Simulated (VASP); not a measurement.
Data:

```
CELL_PARAMETERS angstrom
      0.00000     1.74483     1.74483
      1.74483     0.00000     1.74483
      1.74483     1.74483     0.00000
ATOMIC_POSITIONS crystal
  Ni 0.00000 0.00000 0.00000
```
Starting moments (μB, in the order of the record's atoms Ni): 0.6.

All values below come from rev-vdW-DF2, VASP's PBE PAW potentials (set 64) (plane waves; VASP). Settings: 520 eV cut-off, Gaussian smearing of 0.050 eV, potentials Ni.

Give the spin-up energies of bands 1 to 6 at the high-symmetry points, in eV from the Fermi level.

| band | Γ | X | U | L | W |
|---|---|---|---|---|---|
| 1 | -9.14 | -4.75 | -4.05 | -4.93 | -3.84 |
| 2 | -2.45 | -4.28 | -3.78 | -2.44 | -3.11 |
| 3 | -2.45 | -0.52 | -2.11 | -2.44 | -3.11 |
| 4 | -2.45 | -0.41 | -1.09 | -0.55 | -1.32 |
| 5 | -1.25 | -0.41 | -0.67 | -0.55 | -0.41 |
| 6 | -1.25 | 2.50 | 5.87 | -0.27 | 7.91 |

Give the spin-down energies of bands 1 to 6 at the high-symmetry points, in eV from the Fermi level.

```json
[
 {"band": "1", "Γ": "-9.15", "X": "-4.43", "U": "-3.66", "L": "-4.54", "W": "-3.48"},
 {"band": "2", "Γ": "-1.77", "X": "-3.72", "U": "-3.28", "L": "-1.88", "W": "-2.56"},
 {"band": "3", "Γ": "-1.77", "X": "0.06", "U": "-1.55", "L": "-1.88", "W": "-2.56"},
 {"band": "4", "Γ": "-1.77", "X": "0.38", "U": "-0.54", "L": "-0.30", "W": "-0.79"},
 {"band": "5", "Γ": "-0.70", "X": "0.38", "U": "0.10", "L": "0.14", "W": "0.38"},
 {"band": "6", "Γ": "-0.70", "X": "2.49", "U": "6.07", "L": "0.14", "W": "8.09"}
]
```

It has no gap at this level: it comes out as a metal or semimetal.

The compound is Ni in the fcc structure. It was relaxed first.
